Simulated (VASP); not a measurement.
Write the native input for VASP 6.6.1 that does the following.

```
Task                   : relaxation of cell and atoms
Functional             : PBEsol
Potentials or basis    : VASP PAW PBE potentials, release 64 (Sn_d, Pb_d, Se)
Cutoff                 : 600 eV
k mesh                 : 6 × 6 × 5
Occupations            : gaussian, width 0.03 eV
Spin                   : no spin polarisation
Further INCAR settings : ALGO = Normal; EDIFF = 1e-06; IBRION = 2; EDIFFG = -0.01; NSW = 90; ISIF = 3
```

The structure of Sn3Pb5Se8 lies in POSCAR:

```
Sn3Pb5Se8
1.0
    0.0000000000      6.0833125000     -6.0833125000
   -6.0833125000      0.0000000000     -6.0833125000
   -6.0833125000      6.0833125000      0.0000000000
Sn Pb Se
3 5 8
Direct
    0.5000000000      0.5000000000      0.0000000000
    0.0000000000      0.5000000000      0.0000000000
    0.5000000000      0.0000000000      0.0000000000
    0.0000000000      0.0000000000      0.0000000000
    0.5000000000      0.5000000000      0.5000000000
    0.0000000000      0.5000000000      0.5000000000
    0.5000000000      0.0000000000      0.5000000000
    0.0000000000      0.0000000000      0.5000000000
    0.7500000000      0.7500000000      0.2500000000
    0.2500000000      0.7500000000      0.2500000000
    0.7500000000      0.2500000000      0.2500000000
    0.2500000000      0.2500000000      0.2500000000
    0.7500000000      0.7500000000      0.7500000000
    0.2500000000      0.7500000000      0.7500000000
    0.7500000000      0.2500000000      0.7500000000
    0.2500000000      0.2500000000      0.7500000000
```

The cell was built by a generator and needn't be a form met in nature.

These files were run (other wordings do the same):

INCAR

```
SYSTEM = Sn3Pb5Se8
PREC = Accurate
ENCUT = 600
EDIFF = 1E-6
ISMEAR = 0
SIGMA = 0.03
LREAL = .False.
LASPH = .True.
NELM = 80
ALGO = Normal
ISIF = 3
LWAVE = .False.
LCHARG = .False.
GGA = PS
IBRION = 2
NSW = 90
EDIFFG = -0.01
KPAR = 4
```

KPOINTS

```
Automatic mesh
0
Gamma
  6 6 5
  0 0 0
```

Potentials or basis: VASP PAW PBE potentials, release 64 (Sn_d, Pb_d, Se).

Launch:

```sh
$ cat potpaw_PBE.64/Sn_d/POTCAR potpaw_PBE.64/Pb_d/POTCAR potpaw_PBE.64/Se/POTCAR > POTCAR
$ mpirun -np 4 vasp_std > vasp.out
```

It gave:

| Property | Result |
| --- | --- |
| Relaxed volume | 27.64 Å³/atom |
| Relaxed cell | a = 8.552 Å, b = 8.552 Å, c = 8.551 Å, α = 60.00°, β = 60.00°, γ = 60.00° |
| Space group after relaxing (to 0.05 Å) | R-3m (No. 166) |
| Energy gained by relaxing | 4.7 meV/atom |
| Ionic steps | 5 |
| Pressure after relaxing | 0.0 GPa |
| Largest force after relaxing | 0.004 eV/Å |
| Band gap on the k mesh | none (metal or under the smearing width) |

Caveat: the PAW data sets were made with another functional, which shifts forces and pressure a little.

Wall time 47 min on 4 MPI ranks on Intel(R) Xeon(R) Platinum 8488C (Sapphire Rapids) (shared host), peak memory 2.3 GiB a rank.
